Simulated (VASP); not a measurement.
OSZICAR of a VASP run on Cd (hcp):

OSZICAR:
```
       N       E                     dE             d eps       ncg     rms          rms(c)
DAV:   1     0.166433016222E+03    0.16643E+03   -0.13307E+04  3072   0.149E+03
DAV:   2     0.690423961241E-01   -0.16636E+03   -0.16246E+03  3168   0.377E+02
DAV:   3    -0.320388389715E+01   -0.32729E+01   -0.32693E+01  3864   0.628E+01
DAV:   4    -0.320777907134E+01   -0.38952E-02   -0.38951E-02  3584   0.196E+00
DAV:   5    -0.320778981943E+01   -0.10748E-04   -0.10748E-04  3840   0.966E-02    0.578E+00
DAV:   6    -0.305050167150E+01    0.15729E+00   -0.39516E-01  3352   0.863E+00    0.437E+00
DAV:   7    -0.303261309466E+01    0.17889E-01   -0.40181E-02  3600   0.205E+00    0.184E+00
DAV:   8    -0.303023475486E+01    0.23783E-02   -0.45163E-03  3416   0.103E+00    0.100E-01
DAV:   9    -0.303024269728E+01   -0.79424E-05   -0.17928E-05  3984   0.549E-02    0.398E-02
DAV:  10    -0.303024945692E+01   -0.67596E-05   -0.54092E-06  3416   0.294E-02    0.279E-03
DAV:  11    -0.303024944267E+01    0.14245E-07   -0.10600E-07  2056   0.389E-03
   1 F= -.30302494E+01 E0= -.30300858E+01  d E =-.303025E+01
       N       E                     dE             d eps       ncg     rms          rms(c)
DAV:   1    -0.318272929588E+01   -0.15248E+00   -0.33506E+00  3216   0.244E+01    0.288E+00
DAV:   2    -0.304795215228E+01    0.13478E+00   -0.35895E-01  3184   0.863E+00    0.970E-01
DAV:   3    -0.303654707325E+01    0.11405E-01   -0.18262E-02  3760   0.165E+00    0.770E-01
DAV:   4    -0.303335484022E+01    0.31922E-02   -0.32502E-03  3256   0.530E-01    0.933E-02
DAV:   5    -0.303334987776E+01    0.49625E-05   -0.26479E-04  3528   0.195E-01    0.470E-02
DAV:   6    -0.303335357403E+01   -0.36963E-05   -0.13888E-05  3520   0.378E-02    0.808E-03
DAV:   7    -0.303335333883E+01    0.23521E-06   -0.28651E-06  2728   0.240E-02
   2 F= -.30333533E+01 E0= -.30334738E+01  d E =-.310390E-02
       N       E                     dE             d eps       ncg     rms          rms(c)
DAV:   1    -0.304153182261E+01   -0.81782E-02   -0.17385E-01  3200   0.548E+00    0.619E-01
DAV:   2    -0.303438510621E+01    0.71467E-02   -0.19648E-02  3248   0.204E+00    0.202E-01
DAV:   3    -0.303381129022E+01    0.57382E-03   -0.96782E-04  3672   0.369E-01    0.156E-01
DAV:   4    -0.303365951384E+01    0.15178E-03   -0.18863E-04  3280   0.127E-01    0.155E-02
DAV:   5    -0.303366011010E+01   -0.59626E-06   -0.14478E-05  3496   0.496E-02    0.952E-03
DAV:   6    -0.303366028209E+01   -0.17199E-06   -0.44212E-07  1744   0.532E-03
   3 F= -.30336603E+01 E0= -.30337150E+01  d E =-.341084E-02
       N       E                     dE             d eps       ncg     rms          rms(c)
DAV:   1    -0.304042631512E+01   -0.67662E-02   -0.22562E-01  3304   0.467E+00    0.433E-01
DAV:   2    -0.303587062339E+01    0.45557E-02   -0.67987E-03  3424   0.119E+00    0.203E-01
DAV:   3    -0.303462311746E+01    0.12475E-02   -0.13409E-03  3448   0.373E-01    0.107E-01
DAV:   4    -0.303442235238E+01    0.20077E-03   -0.38919E-04  3456   0.200E-01    0.326E-02
DAV:   5    -0.303442245102E+01   -0.98640E-07   -0.33406E-05  3664   0.726E-02    0.145E-02
DAV:   6    -0.303442181023E+01    0.64079E-06   -0.25203E-06  2272   0.215E-02
   4 F= -.30344218E+01 E0= -.30345935E+01  d E =-.761528E-03
       N       E                     dE             d eps       ncg     rms          rms(c)
DAV:   1    -0.303827850593E+01   -0.38561E-02   -0.13070E-01  3312   0.356E+00    0.329E-01
DAV:   2    -0.303563752917E+01    0.26410E-02   -0.39405E-03  3440   0.912E-01    0.155E-01
DAV:   3    -0.303491234894E+01    0.72518E-03   -0.77516E-04  3456   0.285E-01    0.825E-02
DAV:   4    -0.303479448726E+01    0.11786E-03   -0.22782E-04  3488   0.153E-01    0.249E-02
DAV:   5    -0.303479456202E+01   -0.74760E-07   -0.19612E-05  3664   0.557E-02    0.111E-02
DAV:   6    -0.303479418851E+01    0.37351E-06   -0.14642E-06  1720   0.165E-02
   5 F= -.30347942E+01 E0= -.30349685E+01  d E =-.113391E-02
       N       E                     dE             d eps       ncg     rms          rms(c)
DAV:   1    -0.304892793133E+01   -0.14133E-01   -0.52541E-01  3248   0.714E+00    0.658E-01
DAV:   2    -0.303846873319E+01    0.10459E-01   -0.15682E-02  3448   0.182E+00    0.311E-01
DAV:   3    -0.303557230238E+01    0.28964E-02   -0.30584E-03  3416   0.573E-01    0.165E-01
DAV:   4    -0.303509807253E+01    0.47423E-03   -0.92414E-04  3496   0.310E-01    0.491E-02
DAV:   5    -0.303509918594E+01   -0.11134E-05   -0.78530E-05  3632   0.112E-01    0.224E-02
DAV:   6    -0.303509785584E+01    0.13301E-05   -0.57823E-06  3320   0.326E-02    0.553E-03
DAV:   7    -0.303509776592E+01    0.89915E-07   -0.28041E-07  1640   0.665E-03
   6 F= -.30350978E+01 E0= -.30352505E+01  d E =-.143748E-02
```

Question: Which electronic solver shows in the log?

Answer: It is blocked Davidson (ALGO = Normal, or the opening steps of other solvers). The INCAR had ALGO = Normal.

Question: Can the final energy be trusted as converged?

Answer: Self-consistency was reached. It stopped with EDIFF = 1E-6, NELM = 100, NSW = 40 and EDIFFG = -0.02 after 6 ionic steps (LDA (Ceperley-Alder, Perdew-Zunger), plane waves, VASP's LDA PAW potentials (set 64)).

The compound is Cd in the hcp structure. This run relaxes it. Symmetry was kept, so distortions that lower it aren't found.
